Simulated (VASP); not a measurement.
Here is the system:

```
CELL_PARAMETERS angstrom
      3.41966    -5.83395     0.00000
      1.67126     2.89471     0.00000
      0.00000     0.00000     5.40922
ATOMIC_POSITIONS crystal
  In 0.34362 0.34362 0.49828
  In 0.15638 0.65638 0.99828
  N  0.35704 0.35703 0.89363
  N  0.14296 0.64297 0.39363
  N  0.80974 0.30974 0.86391
  N  0.69026 0.69026 0.36391
  Ga 0.82957 0.32957 0.49818
  Ga 0.67043 0.67043 0.99818
```

The numbers are results of PBEsol GGA, VASP's PBE PAW potentials (set 64) (plane waves; VASP 6.6.1), not measurements. Numerical set-up: 520 eV cut-off, 4×9×5 Γ-centred mesh, tetrahedra with Blöchl corrections, potentials In_d N Ga_d.

Problem. The job: Ga2In2N4 (ordered alloy cell), 8 atoms, PBEsol, static run, 520 eV, 4×9×5 Γ-centred mesh. Roughly how much core time does it take on a busy server core?

Solution. About 20 core-minutes (one run on a shared machine, a rough figure). It had 57 irreducible k-points, 43 bands, up to 2888 plane waves and 17 electronic steps.

The structure was generated: Ga2In2N4 was put into an ordered model structure (Pmn2_1), which need not be its known phase. It was relaxed first.
